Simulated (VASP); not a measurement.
# In2Te2O (P4/nmm) in VASP: single point with r2SCAN

Aim: the single point of In2Te2O with r2SCAN.

Program: VASP 6.6.1. These are calculated values, not measurements. Logs are shortened: lines on timing, memory, paths and dates and some standing lists are left out, and cuts for length are marked.

### 1 The structure

It takes space group P4/nmm (No. 129, tetragonal). The conventional cell has a = 3.949 Å, b = 3.949 Å, c = 17.013 Å, α = 90.00°, β = 90.00°, γ = 90.00°. Around In (site symmetry 4mm) lie 5 Te at 2.84 to 2.99 Å. Around In (site symmetry 4mm) lie 4 O at 2.24 Å. Te (site symmetry 4mm) is surrounded by 1 In at 2.84 Å. Te (site symmetry 4mm) is surrounded by 4 In at 2.99 Å. O (site symmetry -4m2) has 4 In at 2.24 Å as nearest neighbours.

The cell was built by a generator and needn't be a form met in nature.

### 2 Single point, r2SCAN

INCAR

```
SYSTEM = In2Te2O
PREC = Accurate
ENCUT = 520
EDIFF = 1E-6
ISMEAR = 0
SIGMA = 0.1
LREAL = .FALSE.
LASPH = .TRUE.
NELM = 150
ALGO = Normal
ISIF = 2
LWAVE = .FALSE.
LCHARG = .FALSE.
METAGGA = R2SCAN
LMIXTAU = .TRUE.
NBANDS = 55
KPAR = 4
```

KPOINTS

```
Automatic mesh
0
G
  8 8 2
  0 0 0
```

POSCAR

```
In2Te2O
1.0
    3.9487500000      0.0000000000      0.0000000000
    0.0000000000      3.9487500000      0.0000000000
    0.0000000000      0.0000000000     17.0128400000
In Te O
4 4 2
Direct
    0.0000000000      0.5000000000      0.6648710000
    0.5000000000      0.0000000000      0.9382500000
    0.0000000000      0.5000000000      0.0617500000
    0.5000000000      0.0000000000      0.3351290000
    0.0000000000      0.5000000000      0.8318550000
    0.5000000000      0.0000000000      0.6021170000
    0.5000000000      0.0000000000      0.1681450000
    0.0000000000      0.5000000000      0.3978830000
    0.0000000000      0.0000000000      0.0000000000
    0.5000000000      0.5000000000      0.0000000000
```

Potentials or basis: VASP PAW PBE potentials, release 64 (In_d, Te, O).

Started as:

```console
cat potpaw_PBE.64/In_d/POTCAR potpaw_PBE.64/Te/POTCAR potpaw_PBE.64/O/POTCAR > POTCAR
mpirun -np 4 vasp_std > vasp.out
```

OUTCAR:

```text
SYSTEM = In2Te2O
   PREC = Accurate
   ENCUT = 520
   EDIFF = 1E-6
   ISMEAR = 0
   LREAL = .FALSE.
   LASPH = .TRUE.
   NELM = 150
   ISIF = 2
   METAGGA = R2SCAN

 ion  position               nearest neighbor table
   1  0.000  0.500  0.665-   5 2.84   6 2.99   6 2.99   6 2.99   6 2.99
   2  0.500  0.000  0.938-   9 2.24  10 2.24  10 2.24   9 2.24   5 3.33   5 3.33   5 3.33   5 3.33
                             3 3.49   3 3.49   3 3.49   3 3.49
   3  0.000  0.500  0.062-   9 2.24  10 2.24   9 2.24  10 2.24   7 3.33   7 3.33   7 3.33   7 3.33
                             2 3.49   2 3.49   2 3.49   2 3.49
   4  0.500  0.000  0.335-   7 2.84   8 2.99   8 2.99   8 2.99   8 2.99
   5  0.000  0.500  0.832-   1 2.84   2 3.33   2 3.33   2 3.33   2 3.33
   6  0.500  0.000  0.602-   1 2.99   1 2.99   1 2.99   1 2.99
   7  0.500  0.000  0.168-   4 2.84   3 3.33   3 3.33   3 3.33   3 3.33
   8  0.000  0.500  0.398-   4 2.99   4 2.99   4 2.99   4 2.99
   9  0.000  0.000  0.000-   2 2.24   3 2.24   3 2.24   2 2.24
  10  0.500  0.500  0.000-   2 2.24   3 2.24   2 2.24   3 2.24

  LATTYP: Found a simple tetragonal cell.
 ALAT       =     3.9487500000
 C/A-ratio  =     4.3084115226

  Lattice vectors:

 A1 = (   3.9487500000,   0.0000000000,   0.0000000000)
 A2 = (   0.0000000000,   3.9487500000,   0.0000000000)
 A3 = (   0.0000000000,   0.0000000000,  17.0128400000)

Analysis of symmetry for initial positions (statically):
=====================================================================
 Subroutine PRICEL returns:
 Original cell was already a primitive cell.

 Routine SETGRP: Setting up the symmetry group for a
 simple tetragonal supercell.

 Subroutine GETGRP returns: Found 16 space group operations
 (whereof  8 operations were pure point group operations)
 out of a pool of 16 trial point group operations.

The static configuration has the point symmetry D_2d.
 The point group associated with its full space group is D_4h.

Analysis of symmetry for dynamics (positions and initial velocities):
=====================================================================
 Subroutine PRICEL returns:
 Original cell was already a primitive cell.

 Routine SETGRP: Setting up the symmetry group for a
 simple tetragonal supercell.

 Subroutine GETGRP returns: Found 16 space group operations
 (whereof  8 operations were pure point group operations)
 out of a pool of 16 trial point group operations.

The dynamic configuration has the point symmetry D_2d.
 The point group associated with its full space group is D_4h.
[... 125 lines left out ...]
   PSTRESS=    0.0 pullay stress
   NELECT =      88.0000    total number of electrons
   NUPDOWN=      -1.0000    fix difference up-down
   EMIN   =  10.00;   EMAX   =-10.00  energy-range for DOS
   EFERMI =   0.00;   METHOD = LEGACY
   ISMEAR =     0;   SIGMA  =   0.10  broadening in eV -4-tet -1-fermi 0-gaus
   EFERMI_NEDOS =   21; number of points for ismear=-14 and -15
   IALGO  =     38    algorithm
   IMIX   =      4    mixing-type and parameters
     AMIX     =   0.40;   BMIX     =  1.00
     AMIX_MAG =   1.60;   BMIX_MAG =  1.00
  volume/ion in A,a.u.               =      26.53       179.02
  Fermi-wavevector in a.u.,A,eV,Ry     =   1.133279  2.141588 17.474267  1.284322
  Thomas-Fermi vector in A             =   2.269982
   LORBIT       =      0    0 simple, 1 ext, 2 COOP (PROOUT), +10 PAW based schemes
   METAGGA = R2SCAN    functional components
   LHFCALC =     F    Hartree Fock is set to
   AEXX    =    0.0000 exact exchange contribution
   IVDW    =     0    specifies the selected vdW correction
   LEPSILON=     F    determine dielectric tensor
   LRPA    =     F    only Hartree local field effects (RPA)
 non-spin polarized calculation
 Gauss-broadening in eV      SIGMA  =   0.10
  energy-cutoff  :      520.00
  volume of cell :      265.27
 maximum number of plane-waves:      7231
 NGX is ok and might be reduce to    30
   NGX = 15   NGY = 15   NGZ = 63

 number of electron      88.0000032 magnetization

 Free energy of the ion-electron system (eV)
  ---------------------------------------------------
  ext. energy  EPLUGINS =         0.00000000
  ---------------------------------------------------
  free energy    TOTEN  =      -210.56571403 eV

  energy without entropy =     -210.55283433  energy(sigma->0) =     -210.55927418

 E-fermi :   5.4193     XC(G=0):  -9.8840

 val. band max:        5.4100323222   @ k =   0.1250   0.0000   0.5000
 cond. band min:       5.5431036842   @ k =   0.2500   0.0000   0.0000
 fundamental gap:      0.1330713620
 Fermi energy:         5.4193199352

 k-point     1 :       0.0000    0.0000    0.0000
  band No.  band energies     occupation
      1     -14.5886      2.00000
      2     -13.7149      2.00000
      3      -9.8477      2.00000
      4      -9.8467      2.00000
      5      -9.7596      2.00000
      6      -9.7596      2.00000
[... 1381 lines left out ...]
     54      11.0058      0.00000
     55      11.8004      0.00000

 [... further k-points ...]

------------------------ aborting loop because EDIFF is reached ----------------------------------------

  FORCE on cell =-STRESS in cart. coord.  units (eV):
  Direction    XX          YY          ZZ          XY          YZ          ZX
  --------------------------------------------------------------------------------------
  -------------------------------------------------------------------------------------
  Total       -2.9339203     -2.9339203     -3.3724604      0.0000000      0.0000000      0.0000000
  in kB      -17.7199623    -17.7199623    -20.3686079      0.0000000      0.0000000      0.0000000
  external PRESSURE =     -18.6028441 kB  Pullay stress =       0.0000000 kB

 VOLUME and BASIS-vectors are now :
 -----------------------------------------------------------------------------
  energy-cutoff  :      520.00
  volume of cell :      265.27
      direct lattice vectors                 reciprocal lattice vectors
     3.948750000  0.000000000  0.000000000     0.253244698  0.000000000  0.000000000
     0.000000000  3.948750000  0.000000000     0.000000000  0.253244698  0.000000000
     0.000000000  0.000000000 17.012840000     0.000000000  0.000000000  0.058779134

 POSITION                                       TOTAL-FORCE (eV/Angst)
 -----------------------------------------------------------------------------------
      0.00000      1.97437     11.31134        -0.000000      0.000000      0.006782
      1.97437      0.00000     15.96230        -0.000000      0.000000      0.369329
      0.00000      1.97437      1.05054         0.000000      0.000000     -0.369329
      1.97437      0.00000      5.70150        -0.000000      0.000000     -0.006782
      0.00000      1.97437     14.15222        -0.000000      0.000000     -0.048847
      1.97437      0.00000     10.24372        -0.000000      0.000000      0.170049
      1.97437      0.00000      2.86062        -0.000000      0.000000      0.048847
      0.00000      1.97437      6.76912         0.000000     -0.000000     -0.170049
      0.00000      0.00000      0.00000        -0.000000     -0.000000      0.000000
      1.97437      1.97437      0.00000         0.000000      0.000000      0.000000
 -----------------------------------------------------------------------------------
    total drift:                                0.000000      0.000000      0.000000

  FREE ENERGIE OF THE ION-ELECTRON SYSTEM (eV)
  ---------------------------------------------------
  free  energy   TOTEN  =      -210.5657140280 eV

  energy  without entropy=     -210.5528343277  energy(sigma->0) =     -210.55927418
```

OSZICAR:

```text
N       E                     dE             d eps       ncg     rms          rms(c)
DAV:   1     0.752669909103E+03    0.75267E+03   -0.38889E+04  3300   0.178E+03
DAV:   2    -0.676336482531E+02   -0.82030E+03   -0.79298E+03  3363   0.474E+02
DAV:   3    -0.221098430729E+03   -0.15346E+03   -0.14852E+03  4171   0.208E+02
[... 42 lines left out ...]
DAV:  46    -0.210565709441E+03    0.65322E-05   -0.20718E-05  3511   0.227E-02    0.360E-02
DAV:  47    -0.210565687654E+03    0.21787E-04   -0.56637E-06  3720   0.121E-02    0.543E-02
DAV:  48    -0.210565715037E+03   -0.27383E-04   -0.14687E-05  3203   0.204E-02    0.451E-02
DAV:  49    -0.210565712300E+03    0.27368E-05   -0.46709E-06  3274   0.977E-03    0.414E-02
DAV:  50    -0.210565714685E+03   -0.23850E-05   -0.17796E-06  2681   0.787E-03    0.246E-02
DAV:  51    -0.210565714028E+03    0.65730E-06   -0.24491E-06  2827   0.726E-03
   1 F= -.21056571E+03 E0= -.21055927E+03  d E =-.128797E-01
```

Wall time 11 min (4 MPI ranks of Intel Xeon 6975P-C (Granite Rapids), shared host); peak memory 0.63 GiB.

What came out:

```
Free energy            : -210.5657 eV
Pressure               : -1.9 GPa
Largest force          : 0.369 eV/Å
Band gap on the k mesh : none (metal or under the smearing width)
```

Forces on the atoms (eV/Å):
```
In   0.000  0.000  0.007
In   0.000  0.000  0.369
In   0.000  0.000 -0.369
In   0.000  0.000 -0.007
Te   0.000  0.000 -0.049
Te   0.000  0.000  0.170
Te   0.000  0.000  0.049
Te   0.000  0.000 -0.170
O    0.000  0.000  0.000
O    0.000  0.000  0.000
```

Caveat: the PAW data sets were made with another functional, which shifts forces and pressure a little. The run has no spin-orbit coupling, so splittings on Te are missing.
